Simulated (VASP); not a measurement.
The input files of a VASP run:

**POSCAR**
```
TaSb
1
    0.0000000000     3.1042519851     3.1042519851
    3.1042519851    -0.0000000000     3.1042519851
    3.1042519851     3.1042519851    -0.0000000000
Ta Sb
1 1
Direct
  0.0000000000   0.0000000000   0.0000000000
  0.2500000000   0.2500000000   0.2500000000
```

KPOINTS:
```
Automatic
0
G
 9 9 9
```

INCAR:
```
SYSTEM = TaSb
PREC = Accurate
ENCUT = 400
EDIFF = 1E-6
NELM = 100
ALGO = Normal
LREAL = .FALSE.
LASPH = .TRUE.
ISMEAR = 1
SIGMA = 0.1
GGA = PS
LMAXMIX = 6
LWAVE = .FALSE.
LCHARG = .FALSE.
IBRION = 2
ISIF = 3
NSW = 60
EDIFFG = -0.01
```

POTCAR, in this order: Ta_pv Sb (PBE.64 set). Program: vasp_std.

Question: Write an equivalent input for Ansatz.

Answer: One equivalent input (not run):
Ansatz 0.2 input:
```yaml
crystal:
  lattice:
    - [0.0000000, 3.1042520, 3.1042520]
    - [3.1042520, 0.0000000, 3.1042520]
    - [3.1042520, 3.1042520, 0.0000000]
  atoms:
    - { symbol: Ta, position: [0.0000000, 0.0000000, 0.0000000] }
    - { symbol: Sb, position: [0.2500000, 0.2500000, 0.2500000] }
kpoints:
  mp_grid: { grid: [9, 9, 9] }
hamiltonian:
  xc: pbesol
  pseudopotentials: { kind: paw }
scf:
  occupations: { method: methfessel_paxton, width: 0.1 }
  max_iter: 100
relax:
  max_steps: 60
  f_tol: 0.01
  cell: {}
output: { forces: true, stress: true, eigenvalues: true }
```
Limits of the translation: each code has its own PAW files, so the cut-off isn't converted (ENCUT is set for VASP's; basis.ecutwfc is left out, and Ansatz then takes the one that its files recommend); Ansatz stops its SCF on the density residual and VASP on the energy change (EDIFF).

The structure was generated: TaSb was put into the zinc blende type (F-43m), which need not be its known phase. It was relaxed first, which changed the volume by -34 %. The start is the result of an earlier pass.
